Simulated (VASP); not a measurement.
A calculation with VASP 6.6.1 of Cs3Pt (ASE script, structure from a POSCAR):

run.py

```python
from ase.calculators.vasp import Vasp
from ase.dft.bandgap import bandgap
from ase.io import read

atoms = read('POSCAR')
calc = Vasp(
    directory='calc',
    xc='pbesol',
    pp='PBE',
    setups='materialsproject',
    prec='Accurate',
    encut=520,
    ediff=1e-07,
    ismear=0,
    sigma=0.05,
    lreal=False,
    lasph=True,
    nelm=60,
    algo='Fast',
    isif=2,
    lwave=False,
    lcharg=False,
    kpts=[5, 5, 5],
    gamma=True,
)
atoms.calc = calc

print('energy (eV):', atoms.get_potential_energy())
print('free energy (eV):', atoms.get_potential_energy(force_consistent=True))
print('forces (eV/A):')
print(atoms.get_forces())
print('stress (eV/A^3, Voigt):', atoms.get_stress())
print('Fermi level (eV):', calc.get_fermi_level())
gap, top, bottom = bandgap(calc)
print('band gap (eV):', gap, 'from (spin, k, band)', top, 'to', bottom)
```

Contents of POSCAR:

```
Cs3Pt
1.0
    5.7776530000      0.0000000000      0.0000000000
    0.0000000000      5.7776530000      0.0000000000
    0.0000000000      0.0000000000      5.7776530000
Pt Cs
1 3
Direct
    0.5000000000      0.5000000000      0.5000000000
    0.5000000000      0.0000000000      0.0000000000
    0.0000000000      0.5000000000      0.0000000000
    0.0000000000      0.0000000000      0.5000000000
```

Potentials or basis: VASP PAW PBE potentials, release 64 (Pt, Cs_sv).

Run with:

```sh
$ python run.py
```

The cell comes from a database or a generator and needn't be the stable form of this composition.

Q: Write the same calculation in another form: native input, structure from a POSCAR.

A: As run:

INCAR

```
SYSTEM = Cs3Pt
PREC = Accurate
ENCUT = 520
EDIFF = 1E-6
ISMEAR = 0
SIGMA = 0.05
LREAL = .False.
LASPH = .True.
NELM = 60
ALGO = Fast
ISIF = 2
LWAVE = .False.
LCHARG = .True.
GGA = PS
LELF = .True.
LVHAR = .True.
```

Contents of KPOINTS:

```
regular mesh
0
Gamma
  5 5 5
  0 0 0
```

Contents of POSCAR:

```
Cs3Pt
5.7777
    0.999991865275      0.000000000000      0.000000000000
    0.000000000000      0.999991865275      0.000000000000
    0.000000000000      0.000000000000      0.999991865275
Pt Cs
1 3
Direct
    0.5000000000      0.5000000000      0.5000000000
    0.5000000000      0.0000000000      0.0000000000
    0.0000000000      0.5000000000      0.0000000000
    0.0000000000      0.0000000000      0.5000000000
```

Potentials or basis: VASP PAW PBE potentials, release 64 (Pt, Cs_sv).

Command:

```sh
$ cat potpaw_PBE.64/Pt/POTCAR potpaw_PBE.64/Cs_sv/POTCAR > POTCAR
$ mpirun -np 1 vasp_std > vasp.out
```

Both were run:

|  | ASE script, structure from a POSCAR | native input, structure from a POSCAR |
| --- | --- | --- |
| Pressure | -1.3 GPa | -1.3 GPa |
| Band gap on the k mesh | none (metal or under the smearing width) | none (metal or under the smearing width) |

Keys that steer only the numerical path or the files written may differ.

Caveat: the PAW data sets were made with another functional, which shifts forces and pressure a little.
